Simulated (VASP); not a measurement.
```
AuCu
1.0
    2.82164     0.00000     0.00000
    0.00000     2.81290     0.00000
    0.00000     0.00000     3.67289
Cu Au
1 1
Cartesian
  0.00000   0.00000   0.00000
  1.46069   1.40645   1.83644
```

Computed with PBE GGA + U (Dudarev), VASP's PBE PAW potentials (set 64) (plane waves; VASP 6.6.1). Numerical set-up: 400 eV cut-off, 12×12×9 Γ-centred mesh, first-order Methfessel-Paxton smearing of 0.10 eV, potentials Cu Au, U − J: Cu 3.00 eV.

### Question
Give the force on each atom (eV/Å).

### Answer

```csv
atom,Fx,Fy,Fz
Cu1,0.167,0.000,0.000
Au2,-0.167,0.000,0.000
```

### Question
Give the stress tensor in GPa (positive for a compressed cell).

### Answer

```
3.74  0.00  0.00
0.00  3.61  0.00
0.00  0.00  2.74
```
The pressure is its mean diagonal, 3.36 GPa.

The compound is CuAu in the L1_0 structure. The cell was not relaxed at this level, atoms are displaced from their ideal sites. The run is one of a series of settings (LDAU = .TRUE., LDAUJ = 0 0, LDAUL = 2 -1, LDAUTYPE = 2, LDAUU = 3.0 0 against the base run), some of them coarse on purpose.
